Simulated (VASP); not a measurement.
Method: PBE GGA, VASP's PBE PAW potentials (set 64) (plane waves; VASP 6.6.1).

VASP ran on this input.

File KPOINTS:
```
Automatic mesh
0
Gamma
1 1 1
0 0 0
```

INCAR:
```
! general
SYSTEM   =  Zn32NSe31
PREC     =  Normal
ENCUT    =  400   ! plane-wave cut-off (eV)
LREAL    =  Auto   ! projection in real space or not
LASPH    =  .TRUE.   ! aspherical one-centre terms
ISYM     =  0
NELECT   =  576.0

! electronic loop
EDIFF    =  1E-5   ! SCF stop (eV)
NELM     =  100   ! most electronic steps
NELMIN   =  4
ALGO     =  Fast
LMAXMIX  =  4   ! l cut-off of mixed one-centre charges

! smearing
ISMEAR   =  0   ! Gaussian
SIGMA    =  0.05   ! width (eV)

! functional
GGA      =  PE   ! PBE

! ions
IBRION   =  2   ! conjugate gradients
NSW      =  60
ISIF     =  2
EDIFFG   =  -0.03

! output
LWAVE    =  .FALSE.
LCHARG   =  .FALSE.
```

**POSCAR**
```
Zn32NSe31
1
   11.4825331932     0.0000000000     0.0000000000
    0.0000000000    11.4825331932     0.0000000000
   -0.0000000000    -0.0000000000    11.4825331932
Zn Se N
32 31 1
Direct
  0.5000000000   0.0000000000   0.0000000000
  0.7500000000   0.2500000000   0.0000000000
  0.7500000000   0.0000000000   0.2500000000
  0.0000000000   0.0000000000   0.0000000000
  0.2500000000   0.2500000000   0.0000000000
  0.5000000000   0.5000000000   0.0000000000
  0.7500000000   0.7500000000   0.0000000000
  0.2500000000   0.0000000000   0.2500000000
  0.5017850000   0.2543360000   0.2512060000
  0.7456320000   0.4962280000   0.2506020000
  0.5000000000   0.0000000000   0.5000000000
  0.7462500000   0.2480790000   0.4963470000
  0.7500000000   0.0000000000   0.7500000000
  0.0000000000   0.5000000000   0.0000000000
  0.2500000000   0.7500000000   0.0000000000
  0.0000000000   0.2500000000   0.2500000000
  0.2500000000   0.5000000000   0.2500000000
  0.5000000000   0.7500000000   0.2500000000
  0.0000000000   0.0000000000   0.5000000000
  0.2500000000   0.2500000000   0.5000000000
  0.4981560000   0.5003510000   0.4965980000
  0.7500000000   0.7500000000   0.5000000000
  0.2500000000   0.0000000000   0.7500000000
  0.5000000000   0.2500000000   0.7500000000
  0.7500000000   0.5000000000   0.7500000000
  0.0000000000   0.7500000000   0.2500000000
  0.0000000000   0.5000000000   0.5000000000
  0.2500000000   0.7500000000   0.5000000000
  0.0000000000   0.2500000000   0.7500000000
  0.2500000000   0.5000000000   0.7500000000
  0.5000000000   0.7500000000   0.7500000000
  0.0000000000   0.7500000000   0.7500000000
  0.6250000000   0.1250000000   0.1250000000
  0.8750000000   0.3750000000   0.1250000000
  0.8750000000   0.1250000000   0.3750000000
  0.1250000000   0.1250000000   0.1250000000
  0.3750000000   0.3750000000   0.1250000000
  0.6250000000   0.6250000000   0.1250000000
  0.8750000000   0.8750000000   0.1250000000
  0.3750000000   0.1250000000   0.3750000000
  0.8750000000   0.6250000000   0.3750000000
  0.6250000000   0.1250000000   0.6250000000
  0.8750000000   0.3750000000   0.6250000000
  0.8750000000   0.1250000000   0.8750000000
  0.1250000000   0.6250000000   0.1250000000
  0.3750000000   0.8750000000   0.1250000000
  0.1250000000   0.3750000000   0.3750000000
  0.3750000000   0.6250000000   0.3750000000
  0.6250000000   0.8750000000   0.3750000000
  0.1250000000   0.1250000000   0.6250000000
  0.3750000000   0.3750000000   0.6250000000
  0.6250000000   0.6250000000   0.6250000000
  0.8750000000   0.8750000000   0.6250000000
  0.3750000000   0.1250000000   0.8750000000
  0.6250000000   0.3750000000   0.8750000000
  0.8750000000   0.6250000000   0.8750000000
  0.1250000000   0.8750000000   0.3750000000
  0.1250000000   0.6250000000   0.6250000000
  0.3750000000   0.8750000000   0.6250000000
  0.1250000000   0.3750000000   0.8750000000
  0.3750000000   0.6250000000   0.8750000000
  0.6250000000   0.8750000000   0.8750000000
  0.1250000000   0.8750000000   0.8750000000
  0.6207520000   0.3718220000   0.3762820000
```

POTCAR, in this order: Zn Se N (PBE.64 set). Program: vasp_gam.

The cell is charged, with a uniform compensating background. The supercell is sampled at Γ alone, which is coarse: total energies, pressure and levels can be off, energies of defects by several tenths of an eV.

Question: Predict the energy per atom (σ→0).

Answer: 
```json
{
 "energy per atom (σ→0)": "-2.990 eV/atom"
}
```

File OSZICAR:
```
...
  13 F= -.19137877E+03 E0= -.19137877E+03  d E =-.703696E-02
       N       E                     dE             d eps       ncg     rms          rms(c)
DAV:   1    -0.191378848506E+03   -0.75435E-04   -0.36754E-01   708   0.107E+00    0.146E-01
RMM:   2    -0.191379455784E+03   -0.60728E-03   -0.69492E-03   690   0.144E-01    0.572E-02
RMM:   3    -0.191379506209E+03   -0.50425E-04   -0.83369E-04   693   0.537E-02    0.373E-02
RMM:   4    -0.191379505449E+03    0.76021E-06   -0.12922E-04   651   0.236E-02    0.274E-02
RMM:   5    -0.191379502733E+03    0.27163E-05   -0.36212E-05   482   0.128E-02
  14 F= -.19137950E+03 E0= -.19137950E+03  d E =-.729672E-03
```

The cell is a supercell with a defect, built from ZnSe (zinc blende): N_Se, charge -1. The run is not spin-polarised, so no state with unpaired spins was tried.
